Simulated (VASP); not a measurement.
GaSb:

```
CELL_PARAMETERS angstrom
0.00000 3.05900 3.05900
3.05900 0.00000 3.05900
3.05900 3.05900 0.00000
ATOMIC_POSITIONS crystal
Ga 0.00000 0.00000 0.00000
Sb 0.25000 0.25000 0.25000
```

| Item | Value |
| --- | --- |
| Program | VASP 6.6.1 |
| Task | relaxation of cell and atoms |
| Functional | PBE |
| Potentials or basis | VASP PAW PBE potentials, release 64 (Ga_d, Sb) |
| Cutoff | 520 eV |
| k mesh | 12 × 12 × 12 |
| Occupations | gaussian, width 0.02 eV |
| Spin | no spin polarisation |

At the start: pressure 2.4 GPa; volume 28.62 Å³/atom.

How do energy, volume and symmetry change on relaxing?

Over 3 steps the energy falls by 10.1 meV/atom and the volume is 30.03 Å³/atom (+4.9 %); space group F-43m (No. 216, to 0.05 Å).

Step by step:
```
step  energy change (eV)  largest force (eV/Å)  pressure (GPa)  volume (Å³)
   1              0.0000                0.0000            2.39        57.25
   2             -0.0188                0.0000           -0.61        60.86
   3             -0.0203                0.0000            0.01        60.05
```

Final structure:
```
Ga Sb
1.0
     0.00000    3.10817    3.10817
     3.10817    0.00000    3.10817
     3.10817    3.10817    0.00000
Ga Sb
1 1
Direct
  0.00000 0.00000 0.00000
  0.25000 0.25000 0.25000
```
